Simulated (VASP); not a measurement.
Sn2HBr3: relaxation of cell and atoms with PBE

The system is Sn2HBr3.

```
CELL_PARAMETERS angstrom
4.50000 0.00000 0.00000
0.00000 4.50000 0.00000
0.00000 0.00000 7.85000
ATOMIC_POSITIONS crystal
Sn 0.50000 0.00000 0.80000
Sn 0.00000 0.50000 0.20000
H 0.00000 0.00000 0.00000
Br 0.50000 0.50000 0.00000
Br 0.50000 0.00000 0.35000
Br 0.00000 0.50000 0.65000
```

The cell was built by a generator and needn't be a form met in nature.

* Program: VASP 6.6.1
* Task: relaxation of cell and atoms
* Functional: PBE
* Potentials or basis: VASP PAW PBE potentials, release 64 (Sn_d, H, Br)
* Cutoff: 520 eV
* k mesh: 3 × 3 × 2
* Occupations: gaussian, width 0.15 eV
* Spin: no spin polarisation
* Further INCAR settings: PREC = Normal; ALGO = Fast; EDIFF = 0.0001; IBRION = 2; EDIFFG = -0.08; NSW = 24; ISIF = 3

- Relaxed volume: 26.45 Å³/atom
- Relaxed cell: a = 4.378 Å, b = 4.378 Å, c = 8.279 Å, α = 90.00°, β = 90.00°, γ = 90.00°
- Space group after relaxing (to 0.05 Å): P-4m2 (No. 115)
- Energy gained by relaxing: 55.1 meV/atom
- Ionic steps: 10
- Pressure after relaxing: 0.0 GPa
- Largest force after relaxing: 0.078 eV/Å
- Band gap on the k mesh: 1.48 eV, direct

Forces on the atoms (eV/Å):
```
Sn   0.000  0.000 -0.036
Sn   0.000  0.000  0.036
H    0.000  0.000  0.000
Br   0.000  0.000  0.000
Br   0.000  0.000  0.078
Br   0.000  0.000 -0.078
```

The path:
| step | energy change (eV) | largest force (eV/Å) | pressure (GPa) | volume (Å³) |
| --- | --- | --- | --- | --- |
| 1 | 0.0000 | 1.2649 | 1.43 | 158.96 |
| 2 | -0.1667 | 0.7026 | -0.17 | 164.46 |
| 3 | -0.2099 | 0.3750 | -1.27 | 168.40 |
| 4 | -0.2117 | 0.2951 | -1.49 | 169.27 |
| 5 | -0.2928 | 0.1432 | -1.22 | 164.18 |
| 6 | -0.3232 | 0.1575 | 0.08 | 156.96 |
| 7 | -0.3267 | 0.1335 | -0.20 | 158.56 |
| 8 | -0.3265 | 0.1348 | 0.05 | 158.24 |
| 9 | -0.3294 | 0.0964 | 0.04 | 158.50 |
| 10 | -0.3308 | 0.0782 | -0.02 | 158.70 |

Final structure:
```yaml
crystal:
  lattice:
    - [4.37825, 0.00000, 0.00000]
    - [0.00000, 4.37825, 0.00000]
    - [0.00000, 0.00000, 8.27897]
  atoms:
    - { symbol: Sn, position: [0.50000, 0.00000, 0.77577] }
    - { symbol: Sn, position: [0.00000, 0.50000, 0.22423] }
    - { symbol: H, position: [0.00000, 0.00000, 0.00000] }
    - { symbol: Br, position: [0.50000, 0.50000, 0.00000] }
    - { symbol: Br, position: [0.50000, 0.00000, 0.35244] }
    - { symbol: Br, position: [0.00000, 0.50000, 0.64756] }
```

Levels at points of the mesh, in eV from the valence-band top:
```tsv
k point	band 23	band 24	band 25	band 26	band 27	band 28
(0.00, 0.00, 0.00)	-2.14	-1.34	-0.70	2.24	3.06	3.06
(0.00, 0.00, 0.50)	-1.64	-1.41	-0.88	2.01	3.20	3.20
```

Wall time 54 s on 2 MPI ranks on Intel(R) Xeon(R) Platinum 8375C CPU @ 2.90GHz (Ice Lake) (shared host), peak memory 0.2 GiB a rank.

Caveat: the k mesh is coarse (spacing up to 0.47 Å⁻¹), so the values aren't converged; spin-orbit coupling is left out, which moves the levels of the heavy elements; an odd mesh through Γ misses points on the zone boundary, where band edges often lie; the relaxation stopped at a loose force limit of 0.08 eV/Å, so its end isn't a converged minimum.
